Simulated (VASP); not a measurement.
Calculation: PBEsol GGA, VASP's PBE PAW potentials (set 64) (plane waves; VASP).

VASP input:

POSCAR:
```
SnTe
1.0
  0.0000000000   3.1858150000   3.1858150000
  3.1858150000   0.0000000000   3.1858150000
  3.1858150000   3.1858150000   0.0000000000
Sn Te
1 1
Cartesian
  0.0037688191   0.0241771500   0.0493673892
  3.1820461809   3.1616378500   3.1364476108
```

INCAR:
```
# general
SYSTEM =SnTe
PREC   =Accurate
ENCUT  =300
LREAL  =F
LASPH  =T

# electronic loop
EDIFF  =1E-6
NELM   =100
ALGO   =Normal
LMAXMIX=4

# smearing
ISMEAR =1
SIGMA  =0.1

# functional
GGA    =PS

# ions
ISIF   =2

# output
LWAVE  =F
LCHARG =F
```

**KPOINTS**
```
Automatic mesh
0
Gamma
3 3 3
0 0 0
```

POTCAR, in this order: Sn_d Te (PBE.64 set). Program: vasp_std.

Output of the run:

**OSZICAR**
```
       N       E                     dE             d eps       ncg     rms          rms(c)
DAV:   1     0.961317732607E+02    0.96132E+02   -0.73395E+03   392   0.117E+03
DAV:   2    -0.118526922128E+01   -0.97317E+02   -0.96107E+02   422   0.278E+02
DAV:   3    -0.831169398341E+01   -0.71264E+01   -0.71104E+01   512   0.808E+01
DAV:   4    -0.847964770154E+01   -0.16795E+00   -0.16787E+00   444   0.133E+01
DAV:   5    -0.848578288588E+01   -0.61352E-02   -0.61352E-02   524   0.227E+00    0.647E+00
DAV:   6    -0.842614183187E+01    0.59641E-01   -0.14729E-01   514   0.318E+00    0.407E+00
DAV:   7    -0.842428971610E+01    0.18521E-02   -0.56119E-02   538   0.155E+00    0.663E-01
DAV:   8    -0.842312095252E+01    0.11688E-02   -0.96091E-03   476   0.879E-01    0.203E-01
DAV:   9    -0.842319005085E+01   -0.69098E-04   -0.54357E-04   428   0.203E-01    0.520E-02
DAV:  10    -0.842318807582E+01    0.19750E-05   -0.47458E-05   512   0.658E-02    0.210E-02
DAV:  11    -0.842318931603E+01   -0.12402E-05   -0.92198E-06   404   0.238E-02    0.284E-03
DAV:  12    -0.842318904047E+01    0.27556E-06   -0.11272E-06   220   0.107E-02
   1 F= -.84231890E+01 E0= -.84237675E+01  d E =0.173524E-02
```

**OUTCAR**
```
------------------------ aborting loop because EDIFF is reached ----------------------------------------
  FORCE on cell =-STRESS in cart. coord.  units (eV):
  Direction    XX          YY          ZZ          XY          YZ          ZX
  --------------------------------------------------------------------------------------
  Total       -0.8329089     -0.7967126     -0.6825622      0.0008861      0.0045956      0.0008907
  in kB      -20.6355683    -19.7387936    -16.9106824      0.0219528      0.1138584      0.0220667
  external PRESSURE =     -19.0950148 kB  Pullay stress =       0.0000000 kB
  volume of cell :       64.67
      direct lattice vectors                 reciprocal lattice vectors
     0.000000000  3.185815000  3.185815000    -0.156945711  0.156945711  0.156945711
     3.185815000  0.000000000  3.185815000     0.156945711 -0.156945711  0.156945711
     3.185815000  3.185815000  0.000000000     0.156945711  0.156945711 -0.156945711
 POSITION                                       TOTAL-FORCE (eV/Angst)
 -----------------------------------------------------------------------------------
      3.18958      3.20999      0.04937         0.006762      0.042206      0.077420
      3.18205      3.16164      3.13645        -0.006762     -0.042206     -0.077420
 -----------------------------------------------------------------------------------
    total drift:                               -0.000083     -0.000347      0.000077
  FREE ENERGIE OF THE ION-ELECTRON SYSTEM (eV)
  ---------------------------------------------------
  free  energy   TOTEN  =        -8.4231890405 eV

  energy  without entropy=       -8.4249242846  energy(sigma->0) =       -8.42376746
```
(Selected blocks of OUTCAR.)

At this cut-off the stress carries a Pulay error, which pulls relaxed volumes low.

The structure comes from a computed database's SnTe entry; how it stands against other phases isn't given here. The cell was not relaxed at this level, atoms are displaced from their ideal sites. The k-mesh is coarse (spacing up to 0.57 per Å, 2π included), so the numbers may not be converged in it. The run is one of a series of settings (KPOINTS 3×3×3 Γ-centred mesh against the base run), some of them coarse on purpose.
